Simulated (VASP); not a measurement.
# MoN2 under changes of volume

One of the cells (8.894 Å³/atom); the others are scaled copies at fixed shape and fractional positions:

```xyz
6
Lattice="4.3768 0.0000 0.0000 0.0000 4.3768 0.0000 0.0000 0.0000 2.7858" Properties=species:S:1:pos:R:3 pbc="T T T"
Mo    0.0000    0.0000    0.0000
Mo    2.1884    2.1884    0.0000
N     2.6771    3.8882    1.3929
N     1.6998    0.4887    1.3929
N     0.4887    2.6771    1.3929
N     3.8882    1.6998    1.3929
```

Measurements of this composition are mostly on another form, of space group No. 160.

```yaml
Program: VASP 6.6.1
Functional: PBEsol
Potentials_or_basis: VASP PAW PBE potentials, release 64 (Mo_sv, N)
Cutoff: 520 eV
k_mesh: 6 × 6 × 10
Occupations: fermi-dirac, width 0.05 eV
Spin: no spin polarisation
```

```csv
volume (Å³/atom),energy over the lowest point (meV/atom),pressure (GPa),largest force (eV/Å)
8.197,?,?,?
8.371,0.00,0.9,0.528
8.546,3.04,-6.7,0.337
8.894,31.80,-19.6,0.013
9.069,55.93,-25.0,0.173
9.243,85.62,-29.8,0.325
```

Task: What does the run at 8.197 Å³/atom give?

Result: Energy over the lowest point 5.74 meV/atom; pressure 9.4 GPa; largest force 0.732 eV/Å.

Worked out: A Birch-Murnaghan fit of order 3 (a polynomial in V^(-2/3)) to the other rows has its minimum at 8.39 Å³/atom with B0 = V·E''(V) = 382 GPa and B' = 4.5 at fixed shape and positions, which overstates the stiffness. It gives 5.71 meV/atom at 8.197 Å³/atom, against the run's 5.74, and -dE/dV = 9.6 GPa, against 9.4.

Energies are extrapolated to zero smearing.

Caveats: the PAW data sets were made with another functional, which shifts forces and pressure a little.
